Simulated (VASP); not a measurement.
Input for VASP

File KPOINTS:
```
Automatic mesh
0
Gamma
6 6 6
0 0 0
```

**POSCAR**
```
LaTc3
1.0
  4.3667170000   0.0000000000   0.0000000000
  0.0000000000   4.3667170000   0.0000000000
  0.0000000000   0.0000000000   4.3667170000
Tc La
3 1
Cart
  0.0000000000   2.1833585000   2.1833585000
  2.1833585000   2.1833585000   0.0000000000
  2.1833585000   0.0000000000   2.1833585000
  0.0000000000   0.0000000000   0.0000000000
```

INCAR:
```
SYSTEM = LaTc3
PREC = Accurate
ENCUT = 300
EDIFF = 1E-6
NELM = 100
ALGO = Normal
LREAL = .FALSE.
LASPH = .TRUE.
ISMEAR = -1
SIGMA = 0.1
GGA = PE
LMAXMIX = 6
LWAVE = .FALSE.
LCHARG = .FALSE.
ISIF = 3
IBRION = 2
NSW = 50
EDIFFG = -0.01
```

POTCAR, in this order: Tc_pv La (PBE.64 set). Program: vasp_std.

Write an equivalent input for Quantum ESPRESSO's pw.x.

One equivalent input (not run):
```
&CONTROL
  calculation = 'vc-relax'
  pseudo_dir = './pseudo'
  outdir = './out'
  tprnfor = .true.
  tstress = .true.
  nstep = 50
  forc_conv_thr = 0.00039
/
&SYSTEM
  ibrav = 0
  nat = 4
  ntyp = 2
  ecutwfc = 110
  occupations = 'smearing'
  smearing = 'fermi-dirac'
  degauss = 0.00735
  input_dft = 'pbe'
/
&ELECTRONS
  conv_thr = 7.3e-08
  electron_maxstep = 100
/
&IONS
/
&CELL
/
ATOMIC_SPECIES
  Tc 97.907 Tc.upf
  La 138.905 La.upf
CELL_PARAMETERS angstrom
     4.3667170    0.0000000    0.0000000
     0.0000000    4.3667170    0.0000000
     0.0000000    0.0000000    4.3667170
ATOMIC_POSITIONS crystal
  Tc   0.0000000  0.5000000  0.5000000
  Tc   0.5000000  0.5000000  0.0000000
  Tc   0.5000000  0.0000000  0.5000000
  La   0.0000000  0.0000000  0.0000000
K_POINTS automatic
  6 6 6 0 0 0
```
Limits of the translation: the potentials are each code's own (VASP's PAW set, PseudoDojo norm-conserving files in pw.x), so ENCUT and ecutwfc are chosen apart and not converted; conv_thr bounds pw.x's estimated SCF error, while EDIFF bounds the energy change between steps; forc_conv_thr acts on force components and is met together with etot_conv_thr.

The structure was generated: LaTc3 was put into an ordered model structure, which need not be its known phase. This run relaxes it. Symmetry was kept, so distortions that lower it aren't found. The run is one of a series of settings (EDIFFG = -0.01, IBRION = 2, ISIF = 3, NSW = 50 against the base run), some of them coarse on purpose.
